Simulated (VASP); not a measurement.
# P (black): computed properties

All values below come from r2SCAN meta-GGA, VASP's PBE PAW potentials (set 64) (plane waves; VASP 6.6.1).

```yaml
space_group: Cmce (64)
cell: a = 3.300 Å, b = 10.967 Å, c = 4.536 Å, α = 90.00°, β = 90.00°, γ = 90.00°
volume_per_atom: 20.52 Å^3/atom
band gap (over mesh and band path): 0.27 eV
smallest direct gap (over mesh and band path): 0.27 eV
band_edge_character: direct, Y to Y
density: 2.51 g/cm³
```

```cif
data_P4
_chemical_formula_sum 'P4'
_space_group_name_H-M_alt 'P 1'
_space_group_IT_number 1
_cell_length_a 5.72654
_cell_length_b 5.72654
_cell_length_c 4.53617
_cell_angle_alpha 90.000
_cell_angle_beta 90.000
_cell_angle_gamma 146.509
loop_
_space_group_symop_operation_xyz
  'x, y, z'
loop_
_atom_site_label
_atom_site_type_symbol
_atom_site_fract_x
_atom_site_fract_y
_atom_site_fract_z
_atom_site_occupancy
P1 P 0.09548 0.90452 0.91145 1
P2 P 0.40452 0.59548 0.41145 1
P3 P 0.59548 0.40452 0.58855 1
P4 P 0.90452 0.09548 0.08855 1
```

Measured: gap 0.35 eV (computed value off by -0.08 eV), as given by Das et al., (2018), arXiv:1807.05623.

The compound is P in the black structure. It was relaxed first, which changed the volume by +8 %. Symmetry was kept, so distortions that lower it aren't found.
